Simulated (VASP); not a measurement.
Consider the following.

```xyz
12
Lattice="7.4478 0.0000 0.0000 0.0000 4.5623 0.0000 0.0000 0.0000 26.7629" Properties=species:S:1:pos:R:3 pbc="T T T"
Ag     0.0000     0.0000    17.9911
Ag     3.7239     2.2812    16.6740
Ag     0.0000     2.2812    14.0400
Ag     3.7239     0.0000    12.7229
Ag     0.0000     0.0000    10.0889
Ag     3.7239     2.2812     8.7718
I      2.7929     0.0000    17.9911
I      6.5168     2.2812    16.6740
I      2.7929     2.2812    14.0400
I      6.5168     0.0000    12.7229
I      2.7929     0.0000    10.0889
I      6.5168     2.2812     8.7718
```

All values below come from PBEsol GGA, VASP's PBE PAW potentials (set 64) (plane waves; VASP). Numerical set-up: PREC = Normal, EDIFF = 1E-5, 400 eV cut-off, 3×5×1 Γ-centred mesh, Gaussian smearing of 0.050 eV, potentials Ag I.

Question: The ions are relaxed. Predict the relaxed structure.

Answer: 
```xyz
12
Lattice="7.4478 0.0000 0.0000 0.0000 4.5623 0.0000 0.0000 0.0000 26.7629" Properties=species:S:1:pos:R:3 pbc="T T T"
Ag     0.4103     0.0000    17.0563
Ag     3.4680     2.2812    16.7114
Ag     7.4016     2.2812    14.0765
Ag     3.6777     0.0000    12.6864
Ag     7.1919     0.0000    10.0515
Ag     4.1342     2.2812     9.7066
I      2.8651     0.0000    18.1368
I      6.3852     2.2812    16.6645
I      2.7440     2.2812    14.0284
I      6.4679     0.0000    12.7345
I      2.6613     0.0000    10.0984
I      6.5890     2.2812     8.6262
```

Question: How much energy does the relaxation gain?

Answer: The energy (σ→0) changes by -50.5 meV/atom, in 20 ionic steps.

| step | E(σ→0) (eV) | max force (eV/Å) | pressure (GPa) | volume (Å³) |
|---|---|---|---|---|
| 1 | -31.6445 | 0.648 | -0.29 | 909.38 |
| 2 | -31.7039 | 0.589 | -0.27 | 909.38 |
| 3 | -31.8248 | 0.394 | -0.18 | 909.38 |
| 4 | -31.8123 | 0.973 | 0.08 | 909.38 |
| 5 | -31.8603 | 0.511 | -0.07 | 909.38 |
| 6 | -31.9301 | 0.325 | -0.09 | 909.38 |
| 7 | -32.0342 | 0.358 | -0.16 | 909.38 |
| 8 | -32.1177 | 0.262 | -0.20 | 909.38 |
| 9 | -32.1929 | 0.192 | -0.24 | 909.38 |
| 10 | -32.1955 | 0.221 | -0.25 | 909.38 |
| 11 | -32.2175 | 0.152 | -0.28 | 909.38 |
| 12 | -32.2178 | 0.163 | -0.28 | 909.38 |
| 13 | -32.2297 | 0.066 | -0.27 | 909.38 |
| 14 | -32.2311 | 0.086 | -0.25 | 909.38 |
| 15 | -32.2375 | 0.070 | -0.23 | 909.38 |
| 16 | -32.2434 | 0.102 | -0.16 | 909.38 |
| 17 | -32.2478 | 0.047 | -0.12 | 909.38 |
| 18 | -32.2490 | 0.065 | -0.08 | 909.38 |
| 19 | -32.2491 | 0.062 | -0.09 | 909.38 |
| 20 | -32.2505 | 0.027 | -0.08 | 909.38 |

The cell is a thin slab with vacuum, built from AgI (wurtzite): (100) face.
